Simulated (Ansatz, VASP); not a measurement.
One calculation of SbAs, two programs

```xyz
2
Lattice="2.0250 1.1691 3.3064 -2.0250 1.1691 3.3064 0.0000 -2.3382 3.3064" Properties=species:S:1:pos:R:3 pbc="T T T"
Sb    0.0000    0.0000    4.9595
As    0.0000    0.0000    0.0000
```

Alike in both runs: functional LDA; k mesh 12 × 12 × 12; occupations fermi-dirac, width 0.15 eV; no spin polarisation.

Ansatz relaxed the structure, and its values are those at the end. VASP's run is a single point on that final structure, the one shown.

```csv
,VASP,Ansatz
version,VASP 6.6.1,Ansatz 0.2.0
potentials or method,"VASP PAW LDA potentials, release 64 (Sb, As)","scalar-relativistic, plane waves, PAW"
plane-wave cutoff (eV),520,420
valence electrons in the cell,10,30
```

|  | VASP | Ansatz | Ansatz less VASP |
| --- | --- | --- | --- |
| gap on the k mesh at the Fermi level (eV) | none | none | - |
| pressure (GPa) | 0.3 | 0.0 | -0.27 |

A gap of «none» marks a metal or a gap that the smearing closes. The two sets of potentials don't hold the same shells in valence.

The runs have no spin-orbit coupling, so splittings on Sb are missing.
